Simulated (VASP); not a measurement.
Method: PBE GGA, VASP's PBE PAW potentials (set 64) (plane waves; VASP).

Gaps are without spin-orbit coupling.

Order these relaxed crystals by band gap, smallest first: CdF2, Fm-3m (225); ZnSe, F-43m (216); La2O3, P-3m1 (164); RbBr, Fm-3m (225).

ZnSe, F-43m (216) (1.15 eV), CdF2, Fm-3m (225) (2.86 eV), La2O3, P-3m1 (164) (3.86 eV), RbBr, Fm-3m (225) (4.18 eV)
